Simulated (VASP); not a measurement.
A cell of RuAl (CsCl type) near equilibrium:

```
CELL_PARAMETERS angstrom
      3.00135     0.00000     0.00000
      0.00000     3.00135     0.00000
      0.00000     0.00000     3.00135
ATOMIC_POSITIONS crystal
  Al 0.50000 0.50000 0.50000
  Ru 0.00000 0.00000 0.00000
```

The numbers are results of PBE GGA, VASP's PBE PAW potentials (set 64) (plane waves; VASP 6.6.1), not measurements.

| run | ΔE (meV/atom) | σxx | σyy | σzz | largest shear component, with its sign (GPa) | largest force (eV/Å) |
|---|---|---|---|---|---|---|
| as it is | 0.0 | 0.35 | 0.35 | 0.35 | 0.00 | 0.000 |
| after one change | 1.4 | -2.63 | -2.63 | -2.63 | 0.00 | 0.000 |
Stress is in GPa, positive when the cell is compressed.

Question: Name the change that produced these shifts.
A) biaxial strain of +3.0 % in the xy plane
B) atom 1 (Al) moved by -0.075 Å along z
C) isotropic strain of +0.5 %
D) biaxial strain of +0.5 % in the yz plane

Answer: C, isotropic strain of +0.5 %

The compound is RuAl in the CsCl type structure. The electron count is odd and the run is not spin-polarised, which forces a metal.
